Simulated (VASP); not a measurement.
Input:

```xyz
3
Lattice="0.0000 2.7730 2.7698 2.7641 0.0000 2.7698 2.7641 2.7730 0.0000" Properties=species:S:1:pos:R:3 pbc="T T T"
Si     1.3821     1.3865     1.3849
Si     4.1462     4.1595     4.1547
Ni     0.0402     0.0000     0.0000
```

Method: PBE GGA, VASP's PBE PAW potentials (set 64) (plane waves; VASP). Run with 400 eV cut-off, KSPACING 0.8 per Å, first-order Methfessel-Paxton smearing of 0.10 eV, potentials Si Ni.

Gaps are read on the run's mesh, which can miss a band edge.

### Question
What does the run give for the energy per atom (σ→0), pressure, largest force, band gap (on the k-mesh) with the smallest direct gap where there is one?

### Answer

The band gap (on the k-mesh) comes out as none (metal, semimetal or under 0.01 eV) and the energy per atom (σ→0) is -5.658 eV/atom. The pressure is -5.05 GPa and the largest force is 0.326 eV/Å.

The absolute energy has meaning only against runs of the same code, potentials and settings.

The compound is NiSi2 in the fluorite structure. The cell was not relaxed at this level, atoms are displaced from their ideal sites. The run is one of a series of settings (KGAMMA = .TRUE., KSPACING = 0.8, KPOINTS file removed against the base run), some of them coarse on purpose. The run is not spin-polarised, so no magnetic state was tried.
